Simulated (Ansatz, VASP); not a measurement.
One calculation of Na2C3, two programs

```xyz
5
Lattice="3.8243 2.2080 1.4829 -3.8243 2.2080 1.4829 0.0000 -4.4159 1.4829" Properties=species:S:1:pos:R:3 pbc="T T T"
Na    0.0000    0.0000    3.2893
Na    0.0000    0.0000    1.1596
C    -1.9122    1.1040    0.7415
C     0.0000   -2.2080    0.7415
C     1.9122    1.1040    0.7415
```

Change from the starting cell: species swapped into the Br2Cl3 type (R-3m, No. 166).

Alike in both runs: functional PBE; k mesh 6 × 6 × 6; occupations gaussian, width 0.1 eV; no spin polarisation.

Ansatz relaxed the structure, and its values are those at the end. VASP's run is a single point on that final structure, the one shown.

|  | VASP | Ansatz |
| --- | --- | --- |
| version | VASP 6.6.1 | Ansatz 0.2.0 |
| potentials or method | VASP PAW PBE potentials, release 64 (Na_pv, C) | scalar-relativistic, plane waves, PAW |
| plane-wave cutoff (eV) | 520 | 420 |
| valence electrons in the cell | 26 | 30 |

VASP gave:

```
gap on the k mesh at the Fermi level (eV) : none
pressure (GPa)                            : 0.2
```

Which values does Ansatz return?

gap on the k mesh at the Fermi level (eV): none; pressure (GPa): 0.1.

A gap of «none» marks a metal or a gap that the smearing closes. The two sets of potentials don't hold the same shells in valence.
